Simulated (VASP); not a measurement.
# NaNb (Fm-3m) in VASP: notebook, part 2 of 2

VASP 6.6.1.

## (4) Band structure, PBE

The input, POSCAR:

```
NaNb
1.0
    0.0000000000      2.8634500000      2.8634500000
    2.8634500000      0.0000000000      2.8634500000
    2.8634500000      2.8634500000      0.0000000000
Na Nb
1 1
Direct
    0.0000000000      0.0000000000      0.0000000000
    0.5000000000      0.5000000000      0.5000000000
```

The input, INCAR.step1:

```
SYSTEM = NaNb
ALGO = Normal
EDIFF = 1E-7
ENCUT = 520
GGA = PE
ISIF = 2
ISMEAR = -1
LASPH = .True.
LCHARG = .True.
LMAXMIX = 4
LREAL = .False.
LWAVE = .False.
NBANDS = 17
NELM = 80
PREC = Accurate
SIGMA = 0.05
```

The input, KPOINTS.step1:

```
k-points
0
Gamma
  6 6 6
  0 0 0
```

The input, INCAR.step2:

```
SYSTEM = NaNb
ALGO = Normal
EDIFF = 1E-7
ENCUT = 520
GGA = PE
ICHARG = 11
ISIF = 2
ISMEAR = 0
LASPH = .True.
LCHARG = .False.
LMAXMIX = 4
LREAL = .False.
LWAVE = .False.
NBANDS = 17
NELM = 80
PREC = Accurate
SIGMA = 0.05
```

The input, KPOINTS.step2:

```
path GXWKGLUWLK,UX
20
line-mode
reciprocal
 0.0000000000  0.0000000000  0.0000000000  G
 0.5000000000  0.0000000000  0.5000000000  X

 0.5000000000  0.0000000000  0.5000000000  X
 0.5000000000  0.2500000000  0.7500000000  W

 0.5000000000  0.2500000000  0.7500000000  W
 0.3750000000  0.3750000000  0.7500000000  K

 0.3750000000  0.3750000000  0.7500000000  K
 0.0000000000  0.0000000000  0.0000000000  G

 0.0000000000  0.0000000000  0.0000000000  G
 0.5000000000  0.5000000000  0.5000000000  L

 0.5000000000  0.5000000000  0.5000000000  L
 0.6250000000  0.2500000000  0.6250000000  U

 0.6250000000  0.2500000000  0.6250000000  U
 0.5000000000  0.2500000000  0.7500000000  W

 0.5000000000  0.2500000000  0.7500000000  W
 0.5000000000  0.5000000000  0.5000000000  L

 0.5000000000  0.5000000000  0.5000000000  L
 0.3750000000  0.3750000000  0.7500000000  K

 0.6250000000  0.2500000000  0.6250000000  U
 0.5000000000  0.0000000000  0.5000000000  X
```

Potentials or basis: VASP PAW PBE potentials, release 64 (Na_pv, Nb_sv).

The run is started by

```bash
> cat potpaw_PBE.64/Na_pv/POTCAR potpaw_PBE.64/Nb_sv/POTCAR > POTCAR
> cp INCAR.step1 INCAR
> cp KPOINTS.step1 KPOINTS
> mpirun -np 1 vasp_std > vasp.out
> cp INCAR.step2 INCAR
> cp KPOINTS.step2 KPOINTS
> mpirun -np 1 vasp_std > vasp.out
```

OUTCAR:

```text
SYSTEM = NaNb
   EDIFF = 1E-7
   ENCUT = 520
   GGA = PE
   ICHARG = 11
   ISIF = 2
   ISMEAR = 0
   LASPH = .True.
   LREAL = .False.
   NELM = 80
   PREC = Accurate

 ion  position               nearest neighbor table
   1  0.000  0.000  0.000-   2 2.86   2 2.86   2 2.86   2 2.86   2 2.86   2 2.86
   2  0.500  0.500  0.500-   1 2.86   1 2.86   1 2.86   1 2.86   1 2.86   1 2.86

  LATTYP: Found a face centered cubic cell.
 ALAT       =     5.7269000000

  Lattice vectors:

 A1 = (   0.0000000000,   2.8634500000,   2.8634500000)
 A2 = (   2.8634500000,   0.0000000000,   2.8634500000)
 A3 = (   2.8634500000,   2.8634500000,   0.0000000000)

Analysis of symmetry for initial positions (statically):
=====================================================================
 Subroutine PRICEL returns:
 Original cell was already a primitive cell.

 Routine SETGRP: Setting up the symmetry group for a
 face centered cubic supercell.

 Subroutine GETGRP returns: Found 48 space group operations
 (whereof 48 operations were pure point group operations)
 out of a pool of 48 trial point group operations.

The static configuration has the point symmetry O_h .
[... 154 lines left out ...]

 E-fermi :   4.3962     XC(G=0):  -9.6312

 val. band max:        4.3940932047   @ k =   0.0789   0.0789   0.1579
 cond. band min:       4.3986832175   @ k =   0.5395   0.4211   0.5395
 fundamental gap:      0.0045900128
 Fermi energy:         4.3962452017

 k-point     1 :       0.0000    0.0000    0.0000
  band No.  band energies     occupation
      1     -50.9767      2.00000
      2     -26.9823      2.00000
      3     -26.9823      2.00000
      4     -26.9823      2.00000
      5     -18.7916      2.00000
      6     -18.7916      2.00000
[... 457 lines left out ...]
      4     -27.0012      2.00000
      5     -18.8029      2.00000
      6     -18.7965      2.00000
[... 9 lines left out ...]
     16       9.4696      0.00000
     17      14.2705      0.00000

 [... further k-points ...]

------------------------ aborting loop because EDIFF is reached ----------------------------------------

  FORCE on cell =-STRESS in cart. coord.  units (eV):
  Direction    XX          YY          ZZ          XY          YZ          ZX
  --------------------------------------------------------------------------------------
  -------------------------------------------------------------------------------------
  Total        1.7352510      1.7352510      1.7352510     -0.0000000     -0.0000000      0.0000000
  in kB       59.2071404     59.2071404     59.2071404     -0.0000000     -0.0000000      0.0000000
  external PRESSURE =      59.2071404 kB  Pullay stress =       0.0000000 kB

 VOLUME and BASIS-vectors are now :
 -----------------------------------------------------------------------------
  energy-cutoff  :      520.00
  volume of cell :       46.96
      direct lattice vectors                 reciprocal lattice vectors
     0.000000000  2.863450000  2.863450000    -0.174614538  0.174614538  0.174614538
     2.863450000  0.000000000  2.863450000     0.174614538 -0.174614538  0.174614538
     2.863450000  2.863450000  0.000000000     0.174614538  0.174614538 -0.174614538

 POSITION                                       TOTAL-FORCE (eV/Angst)
 -----------------------------------------------------------------------------------
      0.00000      0.00000      0.00000        -0.000000      0.000000     -0.000000
      2.86345      2.86345      2.86345         0.000000     -0.000000      0.000000
 -----------------------------------------------------------------------------------
    total drift:                                0.000000     -0.000000      0.000000

  FREE ENERGIE OF THE ION-ELECTRON SYSTEM (eV)
  ---------------------------------------------------
  free  energy   TOTEN  =        -6.6205793230 eV

  energy  without entropy=       -6.6148415558  energy(sigma->0) =       -6.61771044
```

It took 70 s on 1 thread of Intel Xeon Platinum 8488C (Sapphire Rapids), shared host; peak memory 0.27 GiB.

What came out:

```
Band gap along the path : none (metal or under the smearing width)
```

Levels at the corners of the path, in eV from the Fermi level:
| point | band 6 | band 7 | band 8 | band 9 | band 10 | band 11 | band 12 | band 13 | band 14 | band 15 |
| --- | --- | --- | --- | --- | --- | --- | --- | --- | --- | --- |
| Γ | -23.20 | -23.20 | -4.35 | -0.12 | -0.12 | -0.12 | 0.39 | 0.39 | 8.66 | 9.86 |
| X | -23.21 | -23.21 | -1.54 | -1.26 | 0.54 | 0.96 | 1.47 | 1.47 | 2.97 | 5.02 |
| X | -23.21 | -23.21 | -1.54 | -1.26 | 0.54 | 0.96 | 1.47 | 1.47 | 2.97 | 5.02 |
| W | -23.21 | -23.21 | -0.93 | -0.70 | -0.70 | 0.32 | 1.47 | 2.43 | 3.48 | 3.48 |
| W | -23.21 | -23.21 | -0.93 | -0.70 | -0.70 | 0.32 | 1.47 | 2.43 | 3.48 | 3.48 |
| K | -23.21 | -23.21 | -1.18 | -1.00 | -0.25 | 0.61 | 1.25 | 2.19 | 2.92 | 4.18 |
| K | -23.21 | -23.21 | -1.18 | -1.00 | -0.25 | 0.61 | 1.25 | 2.19 | 2.92 | 4.18 |
| Γ | -23.20 | -23.20 | -4.35 | -0.12 | -0.12 | -0.12 | 0.39 | 0.39 | 8.66 | 9.86 |
| Γ | -23.20 | -23.20 | -4.35 | -0.12 | -0.12 | -0.12 | 0.39 | 0.39 | 8.66 | 9.86 |
| L | -23.22 | -23.22 | -2.07 | -0.17 | -0.13 | -0.13 | 1.24 | 1.24 | 2.52 | 7.86 |
| L | -23.22 | -23.22 | -2.07 | -0.17 | -0.13 | -0.13 | 1.24 | 1.24 | 2.52 | 7.86 |
| U | -23.21 | -23.21 | -1.18 | -1.00 | -0.25 | 0.61 | 1.25 | 2.19 | 2.92 | 4.18 |
| U | -23.21 | -23.21 | -1.18 | -1.00 | -0.25 | 0.61 | 1.25 | 2.19 | 2.92 | 4.18 |
| W | -23.21 | -23.21 | -0.93 | -0.70 | -0.70 | 0.32 | 1.47 | 2.43 | 3.48 | 3.48 |
| W | -23.21 | -23.21 | -0.93 | -0.70 | -0.70 | 0.32 | 1.47 | 2.43 | 3.48 | 3.48 |
| L | -23.22 | -23.22 | -2.07 | -0.17 | -0.13 | -0.13 | 1.24 | 1.24 | 2.52 | 7.86 |
| L | -23.22 | -23.22 | -2.07 | -0.17 | -0.13 | -0.13 | 1.24 | 1.24 | 2.52 | 7.86 |
| K | -23.21 | -23.21 | -1.18 | -1.00 | -0.25 | 0.61 | 1.25 | 2.19 | 2.92 | 4.18 |
| U | -23.21 | -23.21 | -1.18 | -1.00 | -0.25 | 0.61 | 1.25 | 2.19 | 2.92 | 4.18 |
| X | -23.21 | -23.21 | -1.54 | -1.26 | 0.54 | 0.96 | 1.47 | 1.47 | 2.97 | 5.02 |

Caveat: the log is that of the step along the path at fixed density, whose energy, stress, charges and moments have no meaning.

## (5) For comparison

An earlier run on the cell as given: functional PBE; potentials or basis VASP PAW PBE potentials, release 64 (Na_pv, Nb_sv); cutoff 520 eV; k mesh 8 × 8 × 8; occupations fermi-dirac, width 0.05 eV; no spin polarisation.

* Pressure: -2.4 GPa
* Band gap on the k mesh: none (metal or under the smearing width)
